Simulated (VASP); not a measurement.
**Be3CdO4: single point with r2SCAN**

Crystal: Be3CdO4.

```xyz
16
Lattice="5.9758 0.0000 0.0000 0.0000 5.0943 0.0000 0.0000 0.0000 4.7293" Properties=species:S:1:pos:R:3 pbc="T T T"
Be    1.5311    0.7675    2.3841
Be    4.4447    0.7675    2.3841
Be    0.0000    3.6025    2.3746
Be    4.5191    4.3269    0.0195
Be    1.4568    4.3269    0.0195
Be    2.9879    1.4918    0.0099
Cd    2.9879    3.3423    2.3654
Cd    0.0000    1.7521    0.0007
O     1.2366    4.4181    1.6566
O     4.7392    4.4181    1.6566
O     2.9879    1.2783    1.6710
O     0.0000    1.8344    2.1782
O     4.2245    0.6763    4.0212
O     1.7513    0.6763    4.0212
O     0.0000    3.8160    4.0356
O     2.9879    3.2599    4.5429
```

The cell was built by a generator and needn't be a form met in nature.

```yaml
Program: VASP 6.6.1
Task: single point
Functional: r2SCAN
Potentials_or_basis: VASP PAW PBE potentials, release 64 (Be, Cd, O)
Cutoff: 520 eV
k_mesh: 4 × 6 × 6
Occupations: gaussian, width 0.03 eV
Spin: no spin polarisation
```

* Pressure: -4.3 GPa
* Largest force: 0.091 eV/Å
* Band gap on the k mesh: 3.21 eV, indirect (least direct gap 3.53 eV)

Forces in eV/Å, atoms in the order of the input:
```
Be   0.016 -0.084  0.028
Be  -0.016 -0.084  0.028
Be   0.000  0.091 -0.005
Be   0.016  0.084  0.028
Be  -0.016  0.084  0.028
Be   0.000 -0.091 -0.005
Cd   0.000  0.033 -0.073
Cd   0.000 -0.033 -0.073
O    0.058 -0.023  0.017
O   -0.058 -0.023  0.017
O    0.000  0.069  0.019
O    0.000  0.014 -0.030
O    0.058  0.023  0.017
O   -0.058  0.023  0.017
O    0.000 -0.069  0.019
O    0.000 -0.014 -0.030
```

Stress tensor (GPa, compression positive):
```
-3.89  0.00  0.00
 0.00 -4.17  0.00
 0.00  0.00 -4.77
```

Levels at points of the mesh, in eV from the valence-band top:
| k point | band 38 | band 39 | band 40 | band 41 | band 42 | band 43 | band 44 | band 45 | band 46 | band 47 |
| --- | --- | --- | --- | --- | --- | --- | --- | --- | --- | --- |
| (0.00, 0.00, 0.00) | -1.22 | -0.91 | -0.73 | -0.36 | -0.32 | 3.21 | 6.12 | 8.29 | 8.48 | 8.68 |
| (0.50, 0.00, 0.00) | -1.38 | -1.19 | -1.19 | -0.95 | -0.95 | 4.94 | 4.94 | 8.50 | 8.50 | 9.50 |
| (0.00, 0.50, 0.00) | -1.27 | -1.01 | -0.87 | -0.43 | -0.34 | 4.87 | 5.44 | 8.21 | 8.26 | 8.82 |
| (0.50, 0.50, 0.00) | -1.54 | -1.30 | -1.30 | -0.44 | -0.44 | 5.56 | 5.56 | 7.71 | 7.71 | 9.60 |
| (0.00, 0.00, 0.50) | -1.10 | -0.56 | -0.56 | -0.42 | -0.42 | 5.50 | 5.50 | 8.13 | 8.13 | 8.31 |
| (0.50, 0.00, 0.50) | -1.48 | -1.19 | -1.19 | 0.00 | 0.00 | 6.04 | 6.04 | 7.13 | 7.13 | 9.16 |
| (0.00, 0.50, 0.50) | -1.57 | -0.58 | -0.58 | -0.39 | -0.39 | 6.01 | 6.01 | 7.72 | 7.72 | 8.04 |
| (0.50, 0.50, 0.50) | -1.95 | -0.74 | -0.74 | -0.24 | -0.24 | 6.23 | 6.23 | 7.48 | 7.48 | 8.63 |

It took 2.3 min on 8 MPI ranks on AMD EPYC 9R45 96-Core Processor (Zen 5) (shared host), peak memory 0.5 GiB a rank.

Caveat: the PAW data sets were made with another functional, which shifts forces and pressure a little. r2SCAN opens gaps a little over a GGA but as a rule still falls short of measured ones.
